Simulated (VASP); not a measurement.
Output of a VASP run:

OSZICAR:
```
       N       E                     dE             d eps       ncg     rms          rms(c)
DAV:   1     0.461278898884E+03    0.46128E+03   -0.23074E+04   949   0.204E+03
DAV:   2     0.573893042434E+02   -0.40389E+03   -0.39674E+03  1314   0.543E+02
DAV:   3     0.288554655271E+02   -0.28534E+02   -0.28412E+02  1197   0.141E+02
DAV:   4     0.272598317398E+02   -0.15956E+01   -0.15925E+01  1723   0.369E+01
DAV:   5     0.272373917564E+02   -0.22440E-01   -0.22432E-01  1192   0.342E+00    0.124E+02
DAV:   6    -0.109209018628E+02   -0.38158E+02   -0.37069E+02   983   0.231E+02    0.498E+01
DAV:   7    -0.870303867022E+01    0.22179E+01   -0.12923E+01  1300   0.318E+01    0.302E+01
DAV:   8    -0.800277123800E+01    0.70027E+00   -0.26084E+00  1138   0.111E+01    0.174E+01
DAV:   9    -0.822372398448E+01   -0.22095E+00   -0.96744E-01  1283   0.102E+01    0.704E+00
DAV:  10    -0.826744868247E+01   -0.43725E-01   -0.79811E-01  1369   0.856E+00    0.220E+00
DAV:  11    -0.855786595845E+01   -0.29042E+00   -0.11633E-01   997   0.367E+00    0.227E-01
DAV:  12    -0.857605814272E+01   -0.18192E-01   -0.74324E-03  1162   0.935E-01    0.117E-01
DAV:  13    -0.857678762233E+01   -0.72948E-03   -0.10878E-03  1447   0.333E-01    0.882E-02
DAV:  14    -0.857721603326E+01   -0.42841E-03   -0.11463E-03  1477   0.258E-01    0.521E-02
DAV:  15    -0.857752563363E+01   -0.30960E-03   -0.69397E-05  1499   0.741E-02    0.363E-02
DAV:  16    -0.857755028464E+01   -0.24651E-04   -0.50546E-05  1365   0.586E-02    0.115E-02
DAV:  17    -0.857756737761E+01   -0.17093E-04   -0.14911E-05  1483   0.297E-02    0.317E-03
DAV:  18    -0.857756437684E+01    0.30008E-05   -0.18536E-06  1395   0.113E-02    0.868E-04
DAV:  19    -0.857756698124E+01   -0.26044E-05   -0.65680E-07  1154   0.903E-03    0.161E-03
DAV:  20    -0.857756745148E+01   -0.47024E-06   -0.40163E-08   726   0.211E-03    0.617E-04
DAV:  21    -0.857756761735E+01   -0.16586E-06   -0.20211E-08   705   0.115E-03    0.563E-04
DAV:  22    -0.857756749478E+01    0.12256E-06   -0.15169E-08   649   0.110E-03    0.116E-04
DAV:  23    -0.857756747315E+01    0.21627E-07   -0.53396E-09   600   0.536E-04
   1 F= -.85775675E+01 E0= -.85775675E+01  d E =0.000000E+00
       N       E                     dE             ncg
       N       E                     dE             ncg
       N       E                     dE             ncg
```

File OUTCAR:
```
------------------------ aborting loop because EDIFF is reached ----------------------------------------
  FORCE on cell =-STRESS in cart. coord.  units (eV):
  Direction    XX          YY          ZZ          XY          YZ          ZX
  --------------------------------------------------------------------------------------
  Total        0.0000703      0.0000703      0.0000703     -0.0000000     -0.0000000      0.0000000
  in kB        0.0017428      0.0017428      0.0017428     -0.0000000     -0.0000000      0.0000000
  external PRESSURE =       0.0017428 kB  Pullay stress =       0.0000000 kB
  volume of cell :       64.58
      direct lattice vectors                 reciprocal lattice vectors
     4.012121237  0.000000000  0.000000000     0.249244711  0.000000000  0.000000000
     0.000000000  4.012121237  0.000000000     0.000000000  0.249244711  0.000000000
     0.000000000  0.000000000  4.012121237     0.000000000  0.000000000  0.249244711
 POSITION                                       TOTAL-FORCE (eV/Angst)
 -----------------------------------------------------------------------------------
      0.00000      0.00000      0.00000         0.000000      0.000000      0.000000
      2.00606      2.00606      2.00606         0.000000      0.000000      0.000000
      2.00606      0.00000      2.00606         0.000000      0.000000      0.000000
      0.00000      2.00606      2.00606         0.000000      0.000000      0.000000
      2.00606      2.00606      0.00000         0.000000      0.000000      0.000000
 -----------------------------------------------------------------------------------
    total drift:                               -0.000000      0.000000     -0.000000
  FREE ENERGIE OF THE ION-ELECTRON SYSTEM (eV)
  ---------------------------------------------------
  free  energy   TOTEN  =        -8.5775674732 eV

  energy  without entropy=       -8.5775674732  energy(sigma->0) =       -8.57756747

 total charge

# of ion       s       p       d       tot
------------------------------------------
    1        1.958   5.569   0.045   7.572
    2        0.348   6.342   2.037   8.727
    3        1.551   3.495   0.000   5.046
    4        1.551   3.495   0.000   5.046
    5        1.551   3.495   0.000   5.046
--------------------------------------------------
tot          6.959  22.395   2.082  31.436

 Electric field gradients after diagonalization (V/A^2)
 (convention: |V_zz| > |V_xx| > |V_yy|)
----------------------------------------------------------------------
 ion       V_xx      V_yy      V_zz     asymmetry (V_yy - V_xx)/ V_zz
----------------------------------------------------------------------
   1       0.000    -0.000     0.000      -0.139
   2       0.000     0.000     0.000      -0.359
   3      -8.838    -8.838    17.676       0.000
   4      -8.838    -8.838    17.676       0.000
   5      -8.838    -8.838    17.676       0.000
```
(Selected blocks of OUTCAR.)

POSCAR:
```
KTaO3
1
    4.0121212367    -0.0000000000     0.0000000000
    0.0000000000     4.0121212367     0.0000000000
   -0.0000000000    -0.0000000000     4.0121212367
K Ta O
1 1 3
Direct
  0.0000000000   0.0000000000   0.0000000000
  0.5000000000   0.5000000000   0.5000000000
  0.5000000000   0.0000000000   0.5000000000
  0.0000000000   0.5000000000   0.5000000000
  0.5000000000   0.5000000000   0.0000000000
```

Task: Reconstruct the remaining input files.

Result: This is not unique; one that fits is the input of the run itself, revTPSS meta-GGA, plane waves, VASP's PBE PAW potentials (set 64).

File KPOINTS_OPT:
```
k-points along high-symmetry lines
10
Line-mode
Reciprocal
  0.000000   0.000000   0.000000 ! GAMMA
  0.000000   0.500000   0.000000 ! X

  0.000000   0.500000   0.000000 ! X
  0.500000   0.500000   0.000000 ! M

  0.500000   0.500000   0.000000 ! M
  0.000000   0.000000   0.000000 ! GAMMA

  0.000000   0.000000   0.000000 ! GAMMA
  0.500000   0.500000   0.500000 ! R

  0.500000   0.500000   0.500000 ! R
  0.000000   0.500000   0.000000 ! X

  0.500000   0.500000   0.500000 ! R
  0.500000   0.500000   0.000000 ! M
```

**INCAR**
```
ISMEAR=-5
LWAVE=.FALSE.
LMAXMIX=6
ISIF=2   # forces and stress, cell fixed
ENCUT=520   # plane-wave cut-off (eV)
LREAL=.FALSE.
NEDOS=601   # DOS grid
LCHARG=.FALSE.
PREC=Accurate
LORBIT=11
SYSTEM=KTaO3
LASPH=.TRUE.
ALGO=Normal   # blocked Davidson
METAGGA=RTPSS
LMIXTAU=.TRUE.
LEFG=.TRUE.
EDIFF=1E-7   # SCF stop (eV)
NELM=100   # most electronic steps
```

KPOINTS:
```
Automatic mesh
0
Gamma
6 6 6
0 0 0
```

POTCAR, in this order: K_sv Ta_pv O (PBE.64 set). Program: vasp_std.

The compound is KTaO3 in the cubic perovskite structure. It was relaxed first.
